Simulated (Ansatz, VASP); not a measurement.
**PtSe in two plane-wave programs**

Aim: how closely do two programs agree when they are given the same cell, functional and k mesh? The cell is generated by rule, not measured, and may not be a known phase. The cell is taken from a series of VASP runs on this material, whose earlier steps may have relaxed, scaled or displaced it; both programs get it as it stands.

Main program and level: Ansatz 0.2.0; plane waves, with VASP 6.6.1 beside it; band structure at PBEsol, spin-orbit coupling.

The structure was built from a prototype and need not be the compound's stable phase.

### 1. Set-up

Symmetry: Fm-3m, No. 225, cubic system. Conventional cell: a = 5.460 Å, b = 5.460 Å, c = 5.460 Å, α = 90.00°, β = 90.00°, γ = 90.00°. Nearest to Pt lie 6 Se at 2.73 Å. Nearest to Se lie 6 Pt at 2.73 Å. Farther neighbours and most contacts between anions are not listed.

### 2. Ansatz: band structure, PBEsol, spin-orbit coupling

Ansatz runs on its fully relativistic PAW (standard-fr) files.

A single point gives forces, pressure and levels at one fixed geometry, so differences don't come from the geometry; what else differs is listed under the comparison.

The input, input.yaml:

```yaml
crystal:
  lattice:
    - [0.0, 2.73, 2.73]
    - [2.73, 0.0, 2.73]
    - [2.73, 2.73, 0.0]
  atoms:
    - { symbol: Pt, position: [0.0, 0.0, 0.0] }
    - { symbol: Se, position: [0.5, 0.5, 0.5] }
hamiltonian:
  xc: pbesol
  pseudopotentials: { kind: paw_fr }
magnetization:
  noncollinear: true
  spin_orbit: true
kpoints:
  mp_grid: { grid: [8, 8, 8] }
  band_path:
    path:
      - [0.0, 0.0, 0.0]
      - [0.16667, 0.0, 0.16667]
      - [0.33333, 0.0, 0.33333]
      - [0.5, 0.0, 0.5]
      - [0.5, 0.08333, 0.58333]
      - [0.5, 0.18333, 0.68333]
      - [0.5, 0.25, 0.75]
      - [0.45, 0.3, 0.75]
      - [0.40833, 0.34167, 0.75]
      - [0.35, 0.35, 0.7]
      - [0.225, 0.225, 0.45]
      - [0.075, 0.075, 0.15]
      - [0.03333, 0.03333, 0.03333]
      - [0.23333, 0.23333, 0.23333]
      - [0.4, 0.4, 0.4]
      - [0.51667, 0.46667, 0.51667]
      - [0.55833, 0.38333, 0.55833]
      - [0.60833, 0.28333, 0.60833]
      - [0.60833, 0.25, 0.64167]
      - [0.55833, 0.25, 0.69167]
      - [0.51667, 0.25, 0.73333]
      - [0.5, 0.3, 0.7]
      - [0.5, 0.38333, 0.61667]
      - [0.5, 0.48333, 0.51667]
      - [0.475, 0.475, 0.55]
      - [0.425, 0.425, 0.65]
      - [0.38333, 0.38333, 0.73333]
      - [0.59167, 0.18333, 0.59167]
      - [0.55, 0.1, 0.55]
      - [0.5, 0.0, 0.5]
    npoints: 1
scf:
  occupations: { method: gaussian, width: 0.02 }
  n_extra_bands: 14
output:
  forces: true
  stress: true
  eigenvalues: true
  write_density: true
  write_potential: true
  elf: true
  volumetric_format: npy
```

The run is started by

```bash
> ansatz run input.yaml --threads 2 --pin off --max-ram 4608MiB --backend cpu --events-out ev --progress --plain --runs-dir out
```

Numbers of over 12 decimals in the logs are rounded to 6 here.

The program printed:

```text
scf.n_extra_bands = 14 over 34 filled bands (N_el = 34.0): the run solves 48 bands
Engine: ansatz 0.2.0, x86_64-unknown-linux-gnu
Pseudopotentials: kind: paw_fr
Pseudopotential: Pt, paw_fr, valence charge 18, recommended cutoff 420 eV (normal), Pt.paw.azcp#standard-fr
Pseudopotential: Se, paw_fr, valence charge 16, recommended cutoff 420 eV (normal), Se.paw.azcp#standard-fr
Functional definition: PBEsol
  exchange = pbesol_x
  correlation = pbesol_c
non-collinear run that drives no moment, with spin-orbit: no starting moment large enough to seed its density (crystal.atoms[].spin), no starting occupations that ask for one, no magnetisation constraint and no magnetic field, so the semilocal B_xc is pinned to zero
Crystal: 2 atoms, lattice volume = 40.693 Å³
Basis set: ecut = 420 eV, 821 PW (Γ), exchange–correlation on 54×54×54 points (8 copies of the dense FFT grid, shifted against one another)
Bands: 48, of which v1, the nominal top of the filled ones, is band 34 counted from 1 (33 counted from 0)
Symmetry: 48 space group operations + 48 with time reversal
Magnetic group: BNS 225.117 (UNI 1619), of the structure as read, at distance tolerance 3.4e-5 Å
k-points: 29 of 512
Projection manifold: j_resolved (fully-relativistic pseudo-atomic orbitals)
Non-local potential: Pt, projectors of the file, l = 0: 3, l = 1: 4, l = 2: 4, l = 3: 2
Non-local potential: Se, projectors of the file, l = 0: 2, l = 1: 4, l = 2: 6, l = 3: 2
PAW form: soft (Blöchl's): semilocal exchange-correlation on the pseudo side does not see the compensation charge
PAW frozen core: Pt, regenerated for the run's functional, and the local potential with it (the file was generated under x = pbe(κ = 0.804, μ = 0.219515), c = pbe(β = 0.066725))
PAW frozen core: Se, regenerated for the run's functional, and the local potential with it (the file was generated under x = pbe(κ = 0.804, μ = 0.219515), c = pbe(β = 0.066725))
PAW one-centre angular grid: Pt, 590 points (default); XC on 64 Gauss nodes
PAW one-centre angular grid: Se, 590 points (default); XC on 96 Gauss nodes
Initial density: superposition of atomic densities (chi_scale 0.1, normalization cell, long waves kept (reshape's long-wave potential 0.00 eV rms))
Initial wavefunctions: pseudopotential atomic-orbital guess
Functional: x = pbesol(κ = 0.804, μ = 0.123457), c = pbesol(β = 0.046)
SCF iter   1: F=—  HF=-17842.017158 eV  |F-HF|=—  |Δ(HF+E_count)|=         —  Δρ=4.11e-2  dr2=3.79e-1  dr2_m=0.00e0 (ungated)  ethr=3.10e-3  |M|=0.00e0 ∫|m|=0.00e0 μB  |m|>n=0.0e0 m-floor=0.0e0 τ_xc=0.0e0  β_m=0.30  ⟨swp⟩=6.3  Hψ=2993  notcnv=0  defer=62
preconditioner: auto → none  [insulator: Δε(μ)=0.025 eV  Ē_g=11.966 eV  σ=0.020 eV  W_gap=0.61  n_scr=14 (ndim 8)  ℏωp=23.3 eV  f_vac=0.000  D(μ)=2.87/eV (n_scr^D=26)  ε∞_Penn≈4.8]
SCF iter   2: F=—  HF=-17841.914261 eV  |F-HF|=—  |Δ(HF+E_count)|=   1.03e-1  Δρ=2.71e-2  dr2=1.22e-1  dr2_m=0.00e0 (ungated)  ethr=1.11e-3  |M|=0.00e0 ∫|m|=0.00e0 μB  |m|>n=0.0e0 m-floor=0.0e0 τ_xc=0.0e0  β_m=0.47  ⟨swp⟩=2.0  Hψ=886  notcnv=0  defer=244
SCF iter   3: F=—  HF=-17841.884323 eV  |F-HF|=—  |Δ(HF+E_count)|=   2.99e-2  Δρ=9.28e-3  dr2=3.26e-2  dr2_m=0.00e0 (ungated)  ethr=3.57e-4  |M|=0.00e0 ∫|m|=0.00e0 μB  |m|>n=0.0e0 m-floor=0.0e0 τ_xc=0.0e0  β_m=0.41  ⟨swp⟩=2.2  Hψ=886  notcnv=0  defer=246
SCF iter   4: F=—  HF=-17841.877604 eV  |F-HF|=—  |Δ(HF+E_count)|=   6.72e-3  Δρ=4.77e-3  dr2=2.49e-3  dr2_m=0.00e0 (ungated)  ethr=9.59e-5  |M|=0.00e0 ∫|m|=0.00e0 μB  |m|>n=0.0e0 m-floor=0.0e0 τ_xc=0.0e0  β_m=0.50  ⟨swp⟩=2.0  Hψ=839  notcnv=0  defer=246
SCF iter   5: F=—  HF=-17841.877268 eV  |F-HF|=—  |Δ(HF+E_count)|=   3.36e-4  Δρ=9.37e-4  dr2=1.36e-4  dr2_m=0.00e0 (ungated)  ethr=7.33e-6  |M|=0.00e0 ∫|m|=0.00e0 μB  |m|>n=0.0e0 m-floor=0.0e0 τ_xc=0.0e0  β_m=0.58  ⟨swp⟩=2.8  Hψ=1181  notcnv=0  defer=248
SCF iter   6: F=—  HF=-17841.877269 eV  |F-HF|=—  |Δ(HF+E_count)|=   9.66e-7  Δρ=9.70e-5  dr2=3.56e-6  dr2_m=0.00e0 (ungated)  ethr=4.01e-7  |M|=0.00e0 ∫|m|=0.00e0 μB  |m|>n=0.0e0 m-floor=0.0e0 τ_xc=0.0e0  β_m=0.73  ⟨swp⟩=2.3  Hψ=787  notcnv=0  defer=248
SCF iter   7: F=—  HF=-17841.877270 eV  |F-HF|=—  |Δ(HF+E_count)|=   6.32e-7  Δρ=1.09e-5  dr2=4.07e-8  dr2_m=0.00e0 (ungated)  ethr=2.94e-10  |M|=0.00e0 ∫|m|=0.00e0 μB  |m|>n=0.0e0 m-floor=0.0e0 τ_xc=0.0e0  β_m=0.66  ⟨swp⟩=11.7  Hψ=5045  notcnv=0
SCF iter   8: F=-17841.877270 eV  HF=-17841.877270 eV  |F-HF|=2.29e-10  |Δ(HF+E_count)|=   1.73e-8  Δρ=1.89e-6  dr2=5.64e-10  dr2_m=0.00e0 (ungated)  ethr=1.20e-10  |M|=0.00e0 ∫|m|=0.00e0 μB  |m|>n=0.0e0 m-floor=0.0e0 τ_xc=0.0e0  ⟨swp⟩=5.2  Hψ=3514  notcnv=0
SCF 1 converged in 8 iterations: F = -17841.877270 eV  dr2 = 5.64e-10
  greatest PAW one-centre occupation: 1.000 electrons in one spin orbital (limit 2), on the Pt atom at site 0 (counted from 0), in its partial waves of l = 0
NSCF: frozen V_eff on 30 k-points
SCF converged after 8 iterations
Magnetization: |M| = 0.0000 μB,  M = (+0.0000, +0.0000, +0.0000) μB
Absolute magnetization: 0.0000 μB (∫|m|)
  site 0: m = (+0.0000, +0.0000, +0.0000) μB, |m| = 0.0000 μB  (R = 1.13 Å)
  site 1: m = (+0.0000, +0.0000, +0.0000) μB, |m| = 0.0000 μB  (R = 1.13 Å)
Free energy (F): -17841.877270 eV
Harris-Foulkes:  -17841.877270 eV  (|F-HF|=2.29e-10)
Internal energy: -17841.876841 eV  (E = F + TS)
E sigma→0 (E₀):  -17841.877055 eV
Entropy (-TS):   -0.000428 eV (-0.214 meV/atom)
Fermi energy:    13.406644 eV
--- Per-component energies (eV) ---
  E_band       = -612.532517
  E_kinetic    = 751.862811
  E_local      = -4082.911260  (includes V_loc(G=0)·N_el)
  E_nonlocal   = -396.864056
  E_hartree    = 1792.633876
  E_xc         = -360.670079
  E_vxc        = -396.660257  (∫ρ·V_xc dr)
  E_paw        = -11212.957102  (= ΣΔE_a)
  E_vpaw       = -73.227300  (= ΣTr[D̂ρ^β])
  E_aug_tail   = -0.000450  (compensation charges beyond the density's cutoff)
  E_ewald      = -4334.275019
  E_core_change = 1.304438  (= ΣΔE_core)
  E_smearing   = -0.000428  (= −TS)
  E_closure    = 0.000000  (closes the sum)
  Σ components = -17841.877270   (vs F -17841.877270, Δ=0.00e0)
--- Forces (eV/Å), atoms counted from 1 ---
  atom   1  Pt     0.00000000     0.00000000     0.00000000
  atom   2  Se     0.00000000    -0.00000000     0.00000000
  max |Σ_I F_I| component: 1.20e-28 eV/Å
--- Stress (GPa, compression-positive) ---
      -14.844144      -0.000000       0.000000
        0.000000     -14.844144       0.000000
        0.000000      -0.000000     -14.844144
  P = ⅓ Tr σ = -14.8441 GPa (-148.441 kbar)
--- Band table (eV; the first three rows and the last of 29) ---
  k-point 0: bands = [... 30 lower, 11.6723, 11.6723, 12.2890, 12.2890, 12.2890, 12.2890, 14.0780, 14.0780, ... 10 higher]
  k-point 1: bands = [... 30 lower, 11.6235, 11.6235, 12.8286, 12.8286, 13.0005, 13.0005, 15.4574, 15.4574, ... 10 higher]
  k-point 2: bands = [... 30 lower, 11.7496, 11.7496, 14.1435, 14.1435, 14.2091, 14.2091, 17.0718, 17.0718, ... 10 higher]
  k-point 28: bands = [... 30 lower, 12.1560, 12.1560, 12.1997, 12.1997, 12.4358, 12.4358, 17.8023, 17.8023, ... 10 higher]
```

Run time: 8.2 s. Hardware: 2 threads of Intel Xeon at 2.60GHz (Ice Lake), shared host; peak memory 0.57 GiB; 14 s of CPU time.

### 3. VASP: band structure, PBEsol, spin-orbit coupling

The same cell, functional, mesh and smearing now go to VASP, with its own data sets and cutoff.

Lines of VASP's logs that name or quote its potential files are left out, and so is its time.

The input, INCAR:

```
SYSTEM = PtSe
PREC = Accurate
ENCUT = 400
EDIFF = 1E-06
NELM = 100
ISMEAR = 0
SIGMA = 0.02
LREAL = .FALSE.
ALGO = Normal
GGA = PS
LNONCOLLINEAR = .TRUE.
MAGMOM = 0 0 0 0 0 0
NBANDS = 28
GGA_COMPAT = .FALSE.
LASPH = .TRUE.
LSORBIT = .TRUE.
LMAXMIX = 4
LORBIT = 11
LWAVE = .FALSE.
LCHARG = .FALSE.
KPAR = 4
ISIF = 2
```

The input, POSCAR:

```
PtSe
1.0
    0.0000000000      2.7300000000      2.7300000000
    2.7300000000      0.0000000000      2.7300000000
    2.7300000000      2.7300000000      0.0000000000
Pt Se
1 1
Direct
    0.0000000000      0.0000000000      0.0000000000
    0.5000000000      0.5000000000      0.5000000000
```

The input, KPOINTS:

```
Automatic mesh
0
Gamma
8 8 8
0 0 0
```

The input, KPOINTS_OPT:

```
Line mode
16
Line-mode
Reciprocal
  0.00000000   0.00000000   0.00000000 GAMMA
  0.50000000   0.00000000   0.50000000 X

  0.50000000   0.00000000   0.50000000 X
  0.50000000   0.25000000   0.75000000 W

  0.50000000   0.25000000   0.75000000 W
  0.37500000   0.37500000   0.75000000 K

  0.37500000   0.37500000   0.75000000 K
  0.00000000   0.00000000   0.00000000 GAMMA

  0.00000000   0.00000000   0.00000000 GAMMA
  0.50000000   0.50000000   0.50000000 L

  0.50000000   0.50000000   0.50000000 L
  0.62500000   0.25000000   0.62500000 U

  0.62500000   0.25000000   0.62500000 U
  0.50000000   0.25000000   0.75000000 W

  0.50000000   0.25000000   0.75000000 W
  0.50000000   0.50000000   0.50000000 L

  0.50000000   0.50000000   0.50000000 L
  0.37500000   0.37500000   0.75000000 K

  0.62500000   0.25000000   0.62500000 U
  0.50000000   0.00000000   0.50000000 X
```

PAW data sets: Pt and Se (PBE family, release 64).

The run is started by

```bash
> mpirun -np 4 vasp_ncl
```

The program printed:

```text
[banner, memory and clock lines left out]
running    4 mpi-ranks, on    1 nodes
 distrk:  each k-point on    1 cores,    4 groups
 distr:  one band on    1 cores,    1 groups

 POSCAR found type information on POSCAR PtSe
 POSCAR found :  2 types and       2 ions
|                                                                             |
|               ----> ADVICE to this user running VASP <----                  |
|                                                                             |
|     You enforced a specific xc type in the INCAR file but a different       |
|     [... a line on the potential file left out ...]
|     I HOPE YOU KNOW WHAT YOU ARE DOING!                                     |
|                                                                             |

 LDA part: xc-table for (Slater+PW92), standard interpolation
 POSCAR, INCAR and KPOINTS ok, starting setup
 FFT: planning ... GRIDC
 FFT: planning ... GRID_SOFT
 FFT: planning ... GRID
 WAVECAR not read
 entering main loop
       N       E                     dE             d eps       ncg     rms          rms(c)
DAV:   1     0.664638659279E+02    0.66464E+02   -0.61105E+03  1648   0.824E+02
DAV:   2    -0.816524969020E+01   -0.74629E+02   -0.68981E+02  1944   0.190E+02
DAV:   3    -0.112237033477E+02   -0.30585E+01   -0.30060E+01  1872   0.366E+01
DAV:   4    -0.112455377940E+02   -0.21834E-01   -0.21825E-01  1876   0.346E+00
DAV:   5    -0.112458178437E+02   -0.28005E-03   -0.28005E-03  1796   0.386E-01    0.879E+00
DAV:   6    -0.110168632370E+02    0.22895E+00   -0.74369E-01  1752   0.884E+00    0.524E+00
DAV:   7    -0.109889056034E+02    0.27958E-01   -0.43693E-02  1696   0.246E+00    0.300E+00
DAV:   8    -0.109826430838E+02    0.62625E-02   -0.19452E-02  1764   0.987E-01    0.803E-01
DAV:   9    -0.109823818617E+02    0.26122E-03   -0.39811E-04  1748   0.184E-01    0.207E-01
DAV:  10    -0.109822211962E+02    0.16067E-03   -0.58648E-04  1684   0.157E-01    0.340E-02
DAV:  11    -0.109822070939E+02    0.14102E-04   -0.49479E-05  1704   0.709E-02    0.120E-02
DAV:  12    -0.109822080035E+02   -0.90957E-06   -0.36677E-06  1788   0.117E-02
   1 F= -.10982208E+02 E0= -.10982006E+02  d E =-.404190E-03  mag=    -0.0000    -0.0000     0.0000
 Start KPOINTS_OPT (optional k-point list driver)
k-point batch [1-29\160]
       N       E                     dE             ncg
DAV:   1     0.304475093500E+04   -0.75997E+04     1640
DAV:   2     0.943236956693E+03   -0.21015E+04     1912
DAV:   3     0.866199125554E+03   -0.77038E+02     2028
DAV:   4     0.865628379729E+03   -0.57075E+00     1876
DAV:   5     0.865619526962E+03   -0.88528E-02     1840
DAV:   6     0.865619313882E+03   -0.21308E-03     1884
DAV:   7     0.865619307858E+03   -0.60246E-05     1736
DAV:   8     0.865619307645E+03   -0.21295E-06     1276
[...]
k-point batch [146-160\160]
       N       E                     dE             ncg
DAV:   1     0.820111723640E+04   -0.59783E+04      848
DAV:   2     0.714938494795E+04   -0.10517E+04      956
DAV:   3     0.711106095588E+04   -0.38324E+02     1108
DAV:   4     0.711078254301E+04   -0.27841E+00      968
DAV:   5     0.711077827752E+04   -0.42655E-02      980
DAV:   6     0.711077817647E+04   -0.10105E-03      984
DAV:   7     0.711077817380E+04   -0.26721E-05      884
DAV:   8     0.711077817369E+04   -0.11198E-06      748
```

OUTCAR, selected parts (step 3):

```text
ion  position               nearest neighbor table
   1  0.000  0.000  0.000-   2 2.73   2 2.73   2 2.73   2 2.73   2 2.73   2 2.73
   2  0.500  0.500  0.500-   1 2.73   1 2.73   1 2.73   1 2.73   1 2.73   1 2.73

  LATTYP: Found a face centered cubic cell.
 ALAT       =     5.4600000000

 Subroutine GETGRP returns: Found 48 space group operations
 (whereof 48 operations were pure point group operations)

The static configuration has the point symmetry O_h .

 Found     29 irreducible k-points:

   k-points           NKPTS =     29   k-points in BZ     NKDIM =     29   number of bands    NBANDS=     28

   dimension x,y,z NGX =    28 NGY =   28 NGZ =   28
   dimension x,y,z NGXF=    56 NGYF=   56 NGZF=   56

   ENCUT  =  400.0 eV  29.40 Ry    5.42 a.u.   6.30  6.30  6.30*2*pi/ulx,y,z

   NELECT =      16.0000    total number of electrons

 k-points in reciprocal lattice and weights: Automatic mesh
   0.00000000  0.00000000  0.00000000       0.002
   0.12500000  0.00000000  0.00000000       0.016
   0.25000000  0.00000000  0.00000000       0.016
   0.37500000  0.00000000  0.00000000       0.016
   0.50000000  0.00000000  0.00000000       0.008
   0.12500000  0.12500000  0.00000000       0.012
   0.25000000  0.12500000  0.00000000       0.047
   0.37500000  0.12500000  0.00000000       0.047
   0.50000000  0.12500000  0.00000000       0.047
[...]
-0.37500000  0.50000000  0.12500000       0.023
  -0.25000000  0.50000000  0.25000000       0.012

 average (electrostatic) potential at core
       1 -67.2289       2 -52.9682

 E-fermi :   6.0637

 k-point     1 :       0.0000    0.0000    0.0000
  band No.  band energies     occupation
    ...
     14       4.3548      1.00000
     15       4.9510      1.00000
     16       4.9510      1.00000
     17       4.9510      1.00000
     18       4.9510      1.00000
     19       6.7350      0.00000
     20       6.7350      0.00000
     21      15.9121      0.00000
     22      15.9121      0.00000
     23      16.9339      0.00000
    ...

 k-point     2 :       0.1250    0.0000    0.0000
  band No.  band energies     occupation
    ...
     14       4.2788      1.00000
     15       5.4930      1.00000
     16       5.4930      1.00000
     17       5.6579      1.00000
     18       5.6579      1.00000
     19       8.1188      0.00000
     20       8.1188      0.00000
     21      14.6112      0.00000
     22      14.6112      0.00000
     23      15.8368      0.00000
    ...

 k-point     3 :       0.2500    0.0000    0.0000
  band No.  band energies     occupation
    ...
     10       3.4614      1.00000
     11       3.7449      1.00000
     12       3.7449      1.00000
     13       4.4003      1.00000
     14       4.4003      1.00000
     15       6.8031      0.00000
     16       6.8031      0.00000
     17       6.8624      0.00000
     18       6.8624      0.00000
     19       9.7411      0.00000
    ...

  Total       -3.7693678     -3.7693678     -3.7693678     -0.0000000     -0.0000000      0.0000000
  in kB     -148.4093139   -148.4093139   -148.4093139     -0.0000000     -0.0000000      0.0000000
  external PRESSURE =    -148.4093139 kB  Pullay stress =       0.0000000 kB

  energy-cutoff  :      400.00
  volume of cell :       40.69
      direct lattice vectors                 reciprocal lattice vectors
     0.000000000  2.730000000  2.730000000    -0.183150183  0.183150183  0.183150183
     2.730000000  0.000000000  2.730000000     0.183150183 -0.183150183  0.183150183
     2.730000000  2.730000000  0.000000000     0.183150183  0.183150183 -0.183150183

 POSITION                                       TOTAL-FORCE (eV/Angst)
 -----------------------------------------------------------------------------------
      0.00000      0.00000      0.00000         0.000000      0.000000      0.000000
      2.73000      2.73000      2.73000        -0.000000     -0.000000     -0.000000
 -----------------------------------------------------------------------------------
    total drift:                               -0.000000      0.000000      0.000000

  FREE ENERGIE OF THE ION-ELECTRON SYSTEM (eV)
  ---------------------------------------------------
  free  energy   TOTEN  =       -10.9822080035 eV

  energy  without entropy=      -10.9818038134  energy(sigma->0) =      -10.98200591

 Spin-Orbit-Coupling matrix elements
 Ion:    1  E_soc:     -0.6851442
 Ion:    2  E_soc:     -0.0305705

 total charge
# of ion       s       p       d       tot
------------------------------------------
    1        0.586   0.326   8.080   8.991
    2        1.479   2.112   0.075   3.666
--------------------------------------------------
tot          2.065   2.438   8.155  12.658

 magnetization (x)
# of ion       s       p       d       tot
------------------------------------------
    1        0.000   0.000   0.000   0.000
    2        0.000   0.000   0.000   0.000
--------------------------------------------------
tot          0.000   0.000   0.000   0.000

 magnetization (y)
# of ion       s       p       d       tot
------------------------------------------
    1       -0.000   0.000   0.000  -0.000
    2        0.000  -0.000   0.000  -0.000
--------------------------------------------------
tot         -0.000   0.000   0.000  -0.000

 magnetization (z)
# of ion       s       p       d       tot
------------------------------------------
    1        0.000   0.000  -0.000   0.000
    2        0.000  -0.000   0.000  -0.000
--------------------------------------------------
tot          0.000   0.000  -0.000   0.000

[... 3 further parts left out ...]
```

The run ends at a pressure of -14.84 GPa.

### 4. Side by side

Known differences besides the potentials themselves: spin-orbit coupling enters by fully relativistic files in Ansatz and inside the spheres in VASP; the data sets hold 34 valence electrons in Ansatz (fully relativistic PAW (standard-fr) files) and 16 in VASP; the cutoff is 420 eV in Ansatz and 400 eV in VASP; Ansatz makes its cores anew for this functional, VASP keeps those of its PBE data sets. Total energies have different zeros and are not compared.

Both answers:

| quantity | Ansatz | VASP | difference |
| --- | --- | --- | --- |
| pressure (GPa) | -14.84 | -14.84 | 0.00 |

Levels from 3 eV below to 2 eV above the Fermi level differ by 7 meV r.m.s. and 25 meV at most; each VASP level is matched to the nearest of Ansatz, which flatters the figure a little. Ansatz's pressure holds a Pulay correction of 0.03 GPa; VASP's holds none.

### 5. Results

```yaml
r_m_s_difference_of_levels_near_the_fermi_level_band_structure_pbesol_spin_orbit_coupling: 7.3 meV
```

In words: The r.m.s. difference of levels near the Fermi level is 7.3 meV (band structure, PBEsol, spin-orbit coupling), within the 80 meV picked in this series as the mark of a large difference. 1 further run of this series is not shown here. How closely two codes agree says nothing of how well the functional describes the real material.

[Lines on the potential files, build, host, timing and source positions are cut from VASP's logs without a mark.]

[Logs are printed without paths, hosts, clocks, repeated set-up lines and the standing remarks that a program may print on its own settings, such as how far it seeks lower states.]

[Hosts, paths, dates, database ids (printed as entryN), source tags and the programs' standing remarks are cut or masked in the printed files.]
